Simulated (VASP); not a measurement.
These are PBE GGA, VASP's PBE PAW potentials (set 64) (plane waves; VASP) values and carry that method's errors.

A VASP calculation is set up with these files.

### KPOINTS
```
Automatic mesh
0
Gamma
1 1 1
0 0 0
```

File POSCAR:
```
In33P31
1
   11.9995217336     0.0000000000     0.0000000000
    0.0000000000    11.9995217336    -0.0000000000
   -0.0000000000    -0.0000000000    11.9995217336
In P
33 31
Direct
  0.5000000000   0.0000000000   0.0000000000
  0.7500000000   0.2500000000   0.0000000000
  0.7500000000   0.0000000000   0.2500000000
  0.0000000000   0.0000000000   0.0000000000
  0.2500000000   0.2500000000   0.0000000000
  0.5000000000   0.5000000000   0.0000000000
  0.7500000000   0.7500000000   0.0000000000
  0.2500000000   0.0000000000   0.2500000000
  0.5017240000   0.2541880000   0.2511650000
  0.6208970000   0.3719300000   0.3762380000
  0.7457810000   0.4963570000   0.2505820000
  0.5000000000   0.0000000000   0.5000000000
  0.7463780000   0.2481440000   0.4964710000
  0.7500000000   0.0000000000   0.7500000000
  0.0000000000   0.5000000000   0.0000000000
  0.2500000000   0.7500000000   0.0000000000
  0.0000000000   0.2500000000   0.2500000000
  0.2500000000   0.5000000000   0.2500000000
  0.5000000000   0.7500000000   0.2500000000
  0.0000000000   0.0000000000   0.5000000000
  0.2500000000   0.2500000000   0.5000000000
  0.4982190000   0.5003390000   0.4967140000
  0.7500000000   0.7500000000   0.5000000000
  0.2500000000   0.0000000000   0.7500000000
  0.5000000000   0.2500000000   0.7500000000
  0.7500000000   0.5000000000   0.7500000000
  0.0000000000   0.7500000000   0.2500000000
  0.0000000000   0.5000000000   0.5000000000
  0.2500000000   0.7500000000   0.5000000000
  0.0000000000   0.2500000000   0.7500000000
  0.2500000000   0.5000000000   0.7500000000
  0.5000000000   0.7500000000   0.7500000000
  0.0000000000   0.7500000000   0.7500000000
  0.6250000000   0.1250000000   0.1250000000
  0.8750000000   0.3750000000   0.1250000000
  0.8750000000   0.1250000000   0.3750000000
  0.1250000000   0.1250000000   0.1250000000
  0.3750000000   0.3750000000   0.1250000000
  0.6250000000   0.6250000000   0.1250000000
  0.8750000000   0.8750000000   0.1250000000
  0.3750000000   0.1250000000   0.3750000000
  0.8750000000   0.6250000000   0.3750000000
  0.6250000000   0.1250000000   0.6250000000
  0.8750000000   0.3750000000   0.6250000000
  0.8750000000   0.1250000000   0.8750000000
  0.1250000000   0.6250000000   0.1250000000
  0.3750000000   0.8750000000   0.1250000000
  0.1250000000   0.3750000000   0.3750000000
  0.3750000000   0.6250000000   0.3750000000
  0.6250000000   0.8750000000   0.3750000000
  0.1250000000   0.1250000000   0.6250000000
  0.3750000000   0.3750000000   0.6250000000
  0.6250000000   0.6250000000   0.6250000000
  0.8750000000   0.8750000000   0.6250000000
  0.3750000000   0.1250000000   0.8750000000
  0.6250000000   0.3750000000   0.8750000000
  0.8750000000   0.6250000000   0.8750000000
  0.1250000000   0.8750000000   0.3750000000
  0.1250000000   0.6250000000   0.6250000000
  0.3750000000   0.8750000000   0.6250000000
  0.1250000000   0.3750000000   0.8750000000
  0.3750000000   0.6250000000   0.8750000000
  0.6250000000   0.8750000000   0.8750000000
  0.1250000000   0.8750000000   0.8750000000
```

**INCAR**
```
ALGO=Fast
EDIFF=1E-5
EDIFFG=-0.03
ENCUT=400
GGA=PE
IBRION=2
ISIF=2
ISMEAR=0
ISYM=0
LASPH=T
LCHARG=F
LMAXMIX=4
LREAL=Auto
LWAVE=F
NELECT=252.0
NELM=100
NELMIN=4
NSW=60
PREC=Normal
SIGMA=0.05
SYSTEM=In33P31
```

POTCAR, in this order: In P (PBE.64 set). Program: vasp_gam.

The cell is charged, with a uniform compensating background. The supercell is sampled at Γ alone, which is coarse: total energies, pressure and levels can be off, energies of defects by several tenths of an eV.

### Question
What does the run give for the energy per atom (σ→0)?

### Answer

| Quantity | Result |
|---|---|
| energy per atom (σ→0) | -4.152 eV/atom |

**OSZICAR**
```
...
RMM:   6    -0.265701452825E+03   -0.81967E-06   -0.33879E-05   217   0.131E-02
  25 F= -.26570145E+03 E0= -.26570131E+03  d E =-.120905E-02
       N       E                     dE             d eps       ncg     rms          rms(c)
DAV:   1    -0.265701512665E+03   -0.60659E-04   -0.15244E-02   332   0.215E-01    0.674E-02
RMM:   2    -0.265701577283E+03   -0.64618E-04   -0.96646E-04   318   0.639E-02    0.170E-02
RMM:   3    -0.265701595947E+03   -0.18664E-04   -0.20683E-04   346   0.300E-02    0.140E-02
RMM:   4    -0.265701595142E+03    0.80494E-06   -0.23703E-05   200   0.118E-02
  26 F= -.26570160E+03 E0= -.26570140E+03  d E =-.135136E-02
```

The cell is a supercell with a defect, built from InP (zinc blende): In_P, charge +2. The run is not spin-polarised, so no state with unpaired spins was tried.
